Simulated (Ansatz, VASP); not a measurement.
**Two plane-wave programs on Ca3HfI**

```xyz
5
Lattice="5.7952 0.0000 0.0000 0.0000 5.7952 0.0000 0.0000 0.0000 5.7952" Properties=species:S:1:pos:R:3 pbc="T T T"
Ca    0.0000    2.8976    2.8976
Ca    2.8976    2.8976    0.0000
Ca    2.8976    0.0000    2.8976
Hf    0.0000    0.0000    0.0000
I     2.8976    2.8976    2.8976
```

Change from the starting cell: species swapped into the AlFe3C type (Pm-3m, No. 221).

Alike in both runs: functional PBE; k mesh 8 × 8 × 8; occupations gaussian, width 0.1 eV; no spin polarisation.

Ansatz relaxed the structure, and its values are those at the end. VASP's run is a single point on that final structure, the one shown.

|  | VASP | Ansatz |
| --- | --- | --- |
| version | VASP 6.6.1 | Ansatz 0.2.0 |
| potentials or method | VASP PAW PBE potentials, release 64 (Ca_sv, Hf_pv, I) | scalar-relativistic, plane waves, PAW |
| plane-wave cutoff (eV) | 520 | 420 |
| valence electrons in the cell | 47 | 73 |

|  | VASP | Ansatz | Ansatz less VASP |
| --- | --- | --- | --- |
| gap on the k mesh at the Fermi level (eV) | none | none | - |
| pressure (GPa) | 0.1 | 0.0 | -0.05 |

A gap of «none» marks a metal or a gap that the smearing closes. The two sets of potentials don't hold the same shells in valence.

Caveats: an odd number of electrons without spin polarisation forces a metal; a magnetic or distorted state may lie lower. The runs have no spin-orbit coupling, so splittings on Hf, I are missing.
